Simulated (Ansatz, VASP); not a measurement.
# Cross-check of NaF (Villiaumite) between VASP and Ansatz, part 2 of 2

Aim: how closely do two programs agree when they are given the same cell, functional and k mesh? The cell is taken from a series of runs on this material, whose earlier steps may have relaxed, scaled, displaced or heated it; both programs get it as it stands.

VASP 6.6.1 and Ansatz 0.2.0.

So far: Set-up; VASP: zone-centre phonons, PBEsol.

**3. Ansatz: zone-centre phonons, PBEsol**

Level of this step: Ansatz beside VASP: Kohn-Sham DFT, plane waves, PBEsol (Ansatz).

Ansatz runs on its default PAW (the set named soft_2) files.

The same cell, functional and mesh now go to Ansatz, which takes its cutoff from its data sets.

Input file input.yaml:

```yaml
crystal:
  lattice:
    - [0.0, 2.3375089916, 2.3375089916]
    - [2.3375089916, 0.0, 2.3375089916]
    - [2.3375089916, 2.3375089916, 0.0]
  atoms:
    - { symbol: Na, position: [0.0, 0.0, 0.0] }
    - { symbol: F, position: [0.5, 0.5, 0.5] }
kpoints:
  mp_grid: { grid: [8, 8, 8] }
hamiltonian:
  xc: pbesol
scf:
  occupations: { method: fixed }
output:
  eigenvalues: true
phonons:
  method: dfpt
  dielectric: true
  rigid_motions: translations
  qmesh: [4, 4, 4]
  temperatures: { t_max: 1000, t_step: 50 }
  qpath:
    path:
      - [[0.0, 0.0, 0.0], [0.5, 0.0, 0.5], [0.625, 0.25, 0.625]]
      - [[0.375, 0.375, 0.75], [0.0, 0.0, 0.0], [0.5, 0.5, 0.5], [0.5, 0.25, 0.75], [0.5, 0.0, 0.5]]
    npoints: 10
```

Launch:

```
> ansatz run input.yaml --threads 4 --pin off --max-ram 8192MiB --backend cpu --events-out ev --progress --plain --runs-dir out
```

Numbers of over 12 decimals in the logs are rounded to 6 here.

What it wrote:

```text
Engine: ansatz 0.2.0, aarch64-unknown-linux-gnu
Pseudopotentials: kind: paw
Pseudopotential: Na, paw, valence charge 9, recommended cutoff 420 eV (normal), Na.paw.azcp
Pseudopotential: F, paw, valence charge 7, recommended cutoff 420 eV (normal), F.paw.azcp
Functional definition: PBEsol
  exchange = pbesol_x
  correlation = pbesol_c
Crystal: 2 atoms, lattice volume = 25.544 Å³
Basis set: ecut = 420 eV, 531 PW (Γ), exchange–correlation on 48×48×48 points (8 copies of the dense FFT grid, shifted against one another)
Bands: 12, of which v1, the nominal top of the filled ones, is band 8 counted from 1 (7 counted from 0)
Symmetry: 48 space group operations
k-points: 59 of 512 (irreducible under 8 space group operations, time reversal used)
Non-local potential: Na, projectors of the file, l = 0: 3, l = 1: 2, l = 2: 1
Non-local potential: F, projectors of the file, l = 0: 2, l = 1: 2, l = 2: 1
PAW form: soft (Blöchl's): semilocal exchange-correlation on the pseudo side does not see the compensation charge
PAW frozen core: Na, regenerated for the run's functional, and the local potential with it (the file was generated under x = pbe(κ = 0.804, μ = 0.219515), c = pbe(β = 0.066725))
PAW frozen core: F, regenerated for the run's functional, and the local potential with it (the file was generated under x = pbe(κ = 0.804, μ = 0.219515), c = pbe(β = 0.066725))
PAW one-centre angular grid: Na, 110 points (default); XC on 64 Gauss nodes
PAW one-centre angular grid: F, 110 points (default); XC on 64 Gauss nodes
Initial density: superposition of atomic densities (neutral atoms: chi_scale 0, normalization atom), corrected by the library's trained network
Initial wavefunctions: pseudopotential atomic-orbital guess
Functional: x = pbesol(κ = 0.804, μ = 0.123457), c = pbesol(β = 0.046)
SCF iter   1: F=—  HF=-2278.926283 eV  |F-HF|=—  |Δ(HF+E_count)|=         —  Δρ=1.13e-2  dr2=1.97e-2  ethr=1.77e-3  ⟨swp⟩=4.6  Hψ=3436  notcnv=0  defer=109
preconditioner: auto → none  [insulator: Δε(μ)=5.889 eV  Ē_g=25.882 eV  n_scr=8 (ndim 8)  ℏωp=27.5 eV  f_vac=0.108  ε∞_Penn≈2.1]
SCF iter   2: F=—  HF=-2278.920201 eV  |F-HF|=—  |Δ(HF+E_count)|=   6.08e-3  Δρ=4.98e-3  dr2=3.55e-3  ethr=1.23e-4  ⟨swp⟩=2.0  Hψ=1487  notcnv=0  defer=116
SCF iter   3: F=—  HF=-2278.919125 eV  |F-HF|=—  |Δ(HF+E_count)|=   1.08e-3  Δρ=4.59e-4  dr2=3.38e-5  ethr=2.22e-5  ⟨swp⟩=2.0  Hψ=995  notcnv=0  defer=116
SCF iter   4: F=—  HF=-2278.919129 eV  |F-HF|=—  |Δ(HF+E_count)|=   3.78e-6  Δρ=1.03e-4  dr2=6.25e-7  ethr=2.11e-7  ⟨swp⟩=2.0  Hψ=1180  notcnv=0  defer=84
SCF iter   5: F=—  HF=-2278.919129 eV  |F-HF|=—  |Δ(HF+E_count)|=   7.05e-8  Δρ=4.76e-5  dr2=4.11e-7  ethr=3.91e-9  ⟨swp⟩=2.0  Hψ=1115  notcnv=0  defer=2
SCF iter   6: F=—  HF=-2278.919129 eV  |F-HF|=—  |Δ(HF+E_count)|=   6.90e-8  Δρ=8.51e-6  dr2=1.33e-8  ethr=2.57e-9  ⟨swp⟩=2.0  Hψ=855  notcnv=0  defer=2
SCF iter   7: F=—  HF=-2278.919129 eV  |F-HF|=—  |Δ(HF+E_count)|=   1.19e-9  Δρ=1.16e-6  dr2=2.47e-10  ethr=8.32e-11  ⟨swp⟩=2.0  Hψ=886  notcnv=0  defer=2
SCF iter   8: F=-2278.919129 eV  HF=-2278.919129 eV  |F-HF|=9.09e-13  |Δ(HF+E_count)|=  5.09e-11  Δρ=5.12e-8  dr2=4.79e-13  ethr=1.00e-12  ⟨swp⟩=7.2  Hψ=3706  notcnv=0
SCF 1 converged in 8 iterations: F = -2278.919129 eV  dr2 = 4.79e-13
  greatest PAW one-centre occupation: 0.999 electrons in one spin orbital (limit 2), on the Na atom at site 0 (counted from 0), in its partial waves of l = 0
DFPT response loops at Γ: preconditioner auto → none (the input reference at scf.mixing.eps_inf says where Resta's filter doesn't serve); β = 0.50; Broyden in place of MSR1
NSCF: frozen V_eff on 29 k-points
NSCF: frozen V_eff on 576 k-points
DFPT response loops at q = (0, 0, 0.25) (fractional): mixed as the last ones told, above
NSCF: frozen V_eff on 300 k-points
DFPT response loops at q = (0, 0, -0.5) (fractional): mixed as the last ones told, above
NSCF: frozen V_eff on 328 k-points
DFPT response loops at q = (0, 0.25, 0.25) (fractional): mixed as the last ones told, above
NSCF: frozen V_eff on 1024 k-points
DFPT response loops at q = (0, 0.25, -0.5) (fractional): mixed as the last ones told, above
NSCF: frozen V_eff on 576 k-points
DFPT response loops at q = (0, 0.25, -0.25) (fractional): mixed as the last ones told, above
NSCF: frozen V_eff on 190 k-points
DFPT response loops at q = (0, -0.5, -0.5) (fractional): mixed as the last ones told, above
NSCF: frozen V_eff on 328 k-points
DFPT response loops at q = (0.25, -0.5, -0.25) (fractional): mixed as the last ones told, above
SCF converged after 8 iterations
Free energy (F): -2278.919129 eV
Harris-Foulkes:  -2278.919129 eV  (|F-HF|=9.09e-13)
Internal energy: -2278.919129 eV  (E = F + TS)
E sigma→0 (E₀):  -2278.919129 eV
Fermi energy:    0.736024 eV
--- Per-component energies (eV) ---
  E_band       = -236.535431
  E_kinetic    = 328.159427
  E_local      = -1707.547340  (includes V_loc(G=0)·N_el)
  E_nonlocal   = 189.751834
  E_hartree    = 604.983247
  E_xc         = -117.992689
  E_vxc        = -152.312832  (∫ρ·V_xc dr)
  E_paw        = -446.985391  (= ΣΔE_a)
  E_vpaw       = -104.555123  (= ΣTr[D̂ρ^β])
  E_aug_tail   = 0.002084  (compensation charges beyond the density's cutoff)
  E_ewald      = -1129.387438
  E_core_change = 0.097136  (= ΣΔE_core)
  E_smearing   = -0.000000  (= −TS)
  E_closure    = 0.000000  (closes the sum)
  Σ components = -2278.919129   (vs F -2278.919129, Δ=0.00e0)
--- Band table (eV; the first three rows and the last of 59) ---
  k-point 0: bands = [... 4 lower, -18.1148, 0.7360, 0.7360, 0.7360, 6.7827, 19.3849, 19.3849, 19.3849]
  k-point 1: bands = [... 4 lower, -17.8771, 0.4460, 0.6997, 0.6997, 7.3214, 17.6270, 19.6130, 19.6130]
  k-point 2: bands = [... 4 lower, -17.6079, -0.1425, 0.6130, 0.6130, 8.6197, 15.5404, 20.1117, 20.1117]
  k-point 58: bands = [... 4 lower, -17.6366, -0.1215, -0.1215, 0.1813, 13.6050, 13.6050, 15.6011, 17.2170]
--- Phonons (Γ-DFPT): 2 representative perturbations + reference, on 59 of 512 k-points (Σ response iterations 7) ---
  k mesh reduced under 8 symmetry operations, with k and −k counted as one. Each operation leaves every solved perturbation unchanged. A smaller set is not considered because the run solves the response to a homogeneous field
  ASR residual: 2.725e-5 → 0.000e0 eV/Å²; symmetrization residual: 1.227e-6 eV/Å²
  ASR residual per site (eV/Å²): 6.19e-6 2.73e-5
  Γ frequencies (cm⁻¹): 0.00 0.00 0.00 222.26 222.26 222.26
  ε∞ (high-frequency dielectric tensor):
        1.887844    -0.000000     0.000000
        0.000000     1.887844    -0.000000
        0.000000     0.000000     1.887844
  ε⁰ (static dielectric tensor: ions relaxed, cell fixed):
        5.762043     0.000000    -0.000000
        0.000000     5.762043    -0.000000
       -0.000000     0.000000     5.762043
  ε⁰ − ε∞ (ionic part):
        3.874199     0.000000    -0.000000
        0.000000     3.874199     0.000000
       -0.000000     0.000000     3.874199
  softest optical mode at Γ: 222.26 cm⁻¹; the repairs (sum rule, projections) moved no ω² at Γ by more than (0.70 cm⁻¹)²
  Born effective charges Z* (e; rows j = field, columns β = displacement):
    site 0:
         1.01659    0.00000   -0.00000
         0.00000    1.01659    0.00000
         0.00000   -0.00000    1.01659
    site 1:
        -1.01659   -0.00000    0.00000
         0.00000   -1.01659   -0.00000
         0.00000    0.00000   -1.01659
  Z* charge neutrality: 4.461e-5 e pre-enforcement
  k-mesh period / interband length: 26.4 Å / 0.88 Å = 29.95 at k = (0.0000, 0.0000, 0.0000), direct gap 6.047 eV — 14 or more, which is no proof of convergence
  optical modes at Γ without the LO–TO term, one row a degenerate level:
      ω (cm⁻¹)  modes    IR ((D/Å)²/amu)
        222.26      3             6.8762
  optical modes at Γ + LO–TO along q̂ = [1.0000, 0.0000, 0.0000]:
      ω (cm⁻¹)  modes    IR ((D/Å)²/amu)
        222.26      2             4.5841
        388.30      1             2.2921
  optical modes at Γ + LO–TO along q̂ = [0.0000, 1.0000, 0.0000]:
      ω (cm⁻¹)  modes    IR ((D/Å)²/amu)
        222.26      2             4.5841
        388.30      1             2.2921
  optical modes at Γ + LO–TO along q̂ = [0.0000, 0.0000, 1.0000]:
      ω (cm⁻¹)  modes    IR ((D/Å)²/amu)
        222.26      2             4.5841
        388.30      1             2.2921
--- Phonons (arbitrary-q DFPT): 8 irreducible q on the 4×4×4 mesh ---
  q = [0.0000, 0.0000, 0.0000] (star 1, of the zone-centre solve; hermiticity 1.30e-6, symmetrization 2.06e-13): -0.00 0.00 0.00 222.26 222.26 222.26
  q = [0.0000, 0.0000, 0.2500] (star 8, 2 solved perturbations on 288 of 512 k-point pairs; hermiticity 6.39e-7, symmetrization 2.98e-13): 98.75 98.75 160.36 211.39 211.39 364.80
  q = [0.0000, 0.0000, -0.5000] (star 4, 2 solved perturbations on 150 of 512 k-point pairs; hermiticity 5.94e-10, symmetrization 2.45e-10): 161.84 161.84 182.22 182.22 286.72 291.77
  q = [0.0000, 0.2500, 0.2500] (star 6, 4 solved perturbations in 528 linear systems a pass and spin channel, the states on 164 of 512 k-point pairs; hermiticity 6.50e-7, symmetrization 1.87e-13): 100.54 100.54 178.33 228.72 228.72 332.14
  q = [0.0000, 0.2500, -0.5000] (star 24, 4 solved perturbations in 1600 linear systems a pass and spin channel, the states on 512 of 512 k-point pairs; hermiticity 3.87e-7, symmetrization 1.14e-13): 144.20 184.27 215.86 217.32 237.17 284.39
  q = [0.0000, 0.2500, -0.2500] (star 12, 4 solved perturbations in 904 linear systems a pass and spin channel, the states on 288 of 512 k-point pairs; hermiticity 6.47e-7, symmetrization 1.91e-13): 157.86 163.67 185.86 214.75 237.12 308.15
  q = [0.0000, -0.5000, -0.5000] (star 3, 4 solved perturbations in 308 linear systems a pass and spin channel, the states on 95 of 512 k-point pairs; hermiticity 2.54e-7, symmetrization 1.82e-9): 141.29 141.29 235.25 235.25 240.91 270.82
  q = [0.2500, -0.5000, -0.2500] (star 6, 4 solved perturbations in 502 linear systems a pass and spin channel, the states on 164 of 512 k-point pairs; hermiticity 4.80e-7, symmetrization 3.61e-13): 193.12 206.22 206.22 214.96 246.91 246.91
  sum rule: each row above includes the acoustic sum rule's correction from the zone centre's row sums; it moved no ω² by more than (0.62 cm⁻¹)²
  mesh force constants: q→R imaginary residual 2.83e-18; ASR residual 2.725e-5 → 0.000e0 eV/Å²; symmetrization residual 2.220e-15 eV/Å²
  interpolated dispersion: 63 rows × 6 modes
  density of states and harmonic sums: on the 24×24×24 q-mesh, interpolated from the force constants of a 4×4×4 supercell (with the dipole–dipole term)
  largest difference from the sums on the solved wave vectors: F 1.07e-2 eV, S 1.47e-5 and C_V 4.00e-6 eV/K
  zero-point energy: 0.077367 eV/cell   skipped modes (ω ≤ 0): 3   left out of the sums: 3.62e-5 of the cell's modes: C_V's classical limit lies that fraction below 3 k_B per atom; for a crystal, a wire or a layer, F and S can be off by more, and a phonons.interpolated_qmesh denser along its periods is the remedy for the sampling
```

**4. Side by side**

Known differences besides the potentials themselves: fixed occupations in Ansatz, narrow Gaussian smearing in VASP; VASP's run holds the zone centre alone; the data sets hold 16 valence electrons in Ansatz (on its default PAW (the set named soft_2) files) and 14 in VASP; the cutoff is 420 eV in Ansatz and 600 eV in VASP; Ansatz makes its cores anew for this functional, VASP keeps those of its PBE data sets. Total energies have different zeros and are not compared.

Compared:

| quantity | Ansatz | VASP | difference |
| --- | --- | --- | --- |
| ε∞ xx | 1.89 | 1.88 | +0.61 % |
| ε∞ yy | 1.89 | 1.88 | +0.61 % |
| ε∞ zz | 1.89 | 1.88 | +0.61 % |
| Born charge of Na1 (mean of the diagonal) (e) | 1.02 | 1.01 | 0.00 |
| Born charge of F2 (mean of the diagonal) (e) | -1.02 | -1.01 | 0.00 |
| optical mode 1 to 3 (cm⁻¹) | 222.3 | 228.1 | -2.55 % |

Modes are paired by rising frequency, not by their patterns, so a pair may set unlike modes beside each other; they are those without the splitting of longitudinal modes.

**5. Outcome**

```yaml
r_m_s_difference_of_the_optical_zone_centre_modes_each_program_s_sorted_by_frequency_zone_centre_phonons_pbesol: 5.8 cm⁻¹
difference_in_optical_mode_1_to_3_zone_centre_phonons_pbesol: -2.5 %
```

In words: The r.m.s. difference of the optical zone-centre modes, each program's sorted by frequency is 5.8 cm⁻¹ (zone-centre phonons, PBEsol). The data sets hold unlike numbers of valence electrons (16 in Ansatz and 14 in VASP), so part of the differences comes from the potentials. Among the rows given in per cent, the largest difference of the zone-centre phonons, PBEsol pair is in optical mode 1 to 3, -2.5 %. How closely two codes agree says nothing of how well the functional describes the real material.

[Lines on the potential files, build, host, timing and source positions are cut from VASP's logs without a mark.]

[Logs are printed without paths, hosts, clocks, repeated set-up lines and the standing remarks that a program may print on its own settings, such as how far it seeks lower states.]

[Hosts, paths, dates, database ids (printed as entryN), source tags and the programs' standing remarks are cut or masked in the printed files.]
